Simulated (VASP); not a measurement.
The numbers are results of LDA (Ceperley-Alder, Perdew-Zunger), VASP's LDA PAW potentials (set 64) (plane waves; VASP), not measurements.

A VASP calculation is set up with these files.

**KPOINTS**
```
K-points
0
G
7 7 4
0 0 0
```

### INCAR
```
SYSTEM = La2O3
PREC = Accurate
ENCUT = 520
EDIFF = 1E-7
NELM = 100
ALGO = Normal
LREAL = .FALSE.
LASPH = .TRUE.
ISMEAR = 0
SIGMA = 0.05
LMAXMIX = 6
LWAVE = .FALSE.
LCHARG = .FALSE.
ISIF = 4
IBRION = 2
NSW = 30
EDIFFG = -0.01
```

### POSCAR
```
La2O3
1.0
  1.9219282939  -3.3288773674   0.0000000000
  1.9219282939   3.3288773674   0.0000000000
  0.0000000000   0.0000000000   5.8871606954
La O
2 3
Cart
  1.9219282939   1.1096280084   1.4355020968
  1.9219282939  -1.1096280084   4.4516585986
  0.0000000000   0.0000000000   5.8871606954
  1.9219282939   1.1096280084   3.8056064008
  1.9219282939  -1.1096280084   2.0815542946
```

POTCAR, in this order: La O (LDA.64 set). Program: vasp_std.

Q: What will the output report for the number of irreducible k-points (NKPTS), largest plane-wave count, number of space-group operations, FFT grid (NGX, NGY, NGZ)?

A: 
```yaml
number of irreducible k-points (NKPTS): 28
largest_plane_wave_count: 2046
number_of_space_group_operations: 12
FFT grid (NGX, NGY, NGZ): 30 × 30 × 48
```

The compound is La2O3 in the a-type structure. This cell is one point of a volume scan, at 0.97 of the reference volume. Symmetry was kept, so distortions that lower it aren't found.
